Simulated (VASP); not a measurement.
Data:

```
CELL_PARAMETERS angstrom
      2.29783    -3.97996     0.00000
      2.29783     3.97996     0.00000
      0.00000     0.00000     7.51555
ATOMIC_POSITIONS crystal
  Ag 0.66667 0.33333 0.50008
  Ag 0.33333 0.66667 0.00008
  I  0.66667 0.33333 0.87492
  I  0.33333 0.66667 0.37492
```

All values below come from PBE GGA with D3 dispersion (zero damping), VASP's PBE PAW potentials (set 64) (plane waves; VASP). Settings: 520 eV cut-off, 6×6×4 Γ-centred mesh, tetrahedra with Blöchl corrections, potentials Ag I.

The cores are frozen, which limits the accuracy of field gradients.

### Question
Give the principal components of the electric field gradient (V/Å²) and the asymmetry η at each nucleus.

### Answer

| atom | Vxx | Vyy | Vzz | η |
|---|---|---|---|---|
| Ag1 | -0.2 | -0.2 | 0.4 | - |
| Ag2 | -0.2 | -0.2 | 0.4 | - |
| I3 | -2.3 | -2.3 | 4.5 | 0.00 |
| I4 | -2.3 | -2.3 | 4.5 | 0.00 |

The compound is AgI in the wurtzite structure. It was relaxed first.
